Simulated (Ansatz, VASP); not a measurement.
# Cross-check of H14C6SN2O4 between VASP and Ansatz, part 2 of 2

One calculation is typed for both programs; each brings its own data sets. How far apart do they land? The cell is taken from a series of runs on this material, whose earlier steps may have relaxed, scaled, displaced or heated it; both programs get it as it stands.

VASP 6.6.1 and Ansatz 0.2.0.

So far. Step 2 (VASP: single point, PBE with D3(BJ)): The run ends at a pressure of 2.33 GPa, with forces up to 6.1 eV/Å.

### 4. Side by side

Known differences besides the potentials themselves: fixed occupations in Ansatz, narrow Gaussian smearing in VASP; the cutoff is 420 eV in Ansatz and 600 eV in VASP (PREC = Accurate, projectors in real space). Total energies have different zeros and are not compared.

Compared:

```tsv
quantity	Ansatz	VASP	difference
pressure (GPa)	2.78	2.33	+0.45
gap on the k mesh (eV)	3.332	3.347	-0.014
```

Forces on 7 of the 135 atoms, those with the largest forces and the largest differences (eV/Å; atoms numbered as in POSCAR):

```tsv
atom	Ansatz x, y, z	VASP x, y, z
C26	-0.248, 0.379, -4.008	-0.237, 0.416, -4.002
H87	1.200, -0.436, 3.826	1.204, -0.430, 3.825
S111	0.332, -1.695, 3.082	0.339, -1.643, 2.894
S113	-2.962, 0.950, -5.759	-2.777, 0.756, -5.416
O121	-0.110, -2.949, 2.177	-0.121, -2.607, 1.870
O122	2.091, 2.955, 1.559	1.848, 2.541, 1.455
O123	-0.475, -3.654, 5.583	-0.359, -3.188, 5.079
```

The forces differ by 84 meV/Å r.m.s., which is 7.6 % of the r.m.s. force of 1.112 eV/Å (both taken over all components). A gap on the mesh is an upper bound, since the band edges may lie between its points.

### 5. What came out

```json
{
 "r.m.s. force difference (single point, PBE with D3(BJ))": "7.6 % of the r.m.s. force"
}
```

**Reading.** The r.m.s. force difference is 7.6 % of the r.m.s. force (single point, PBE with D3(BJ)), beyond the 3 % picked in this series as the mark of a large difference. What causes the difference of the single point, PBE with D3(BJ) pair stays open here. How closely two codes agree says nothing of how well the functional describes the real material.

[Lines on the potential files, build, host, timing and source positions are cut from VASP's logs without a mark.]

[Logs are printed without paths, hosts, clocks, repeated set-up lines and the standing remarks that a program may print on its own settings, such as how far it seeks lower states.]

[Hosts, paths, dates, database ids (printed as entryN), source tags and the programs' standing remarks are cut or masked in the printed files.]
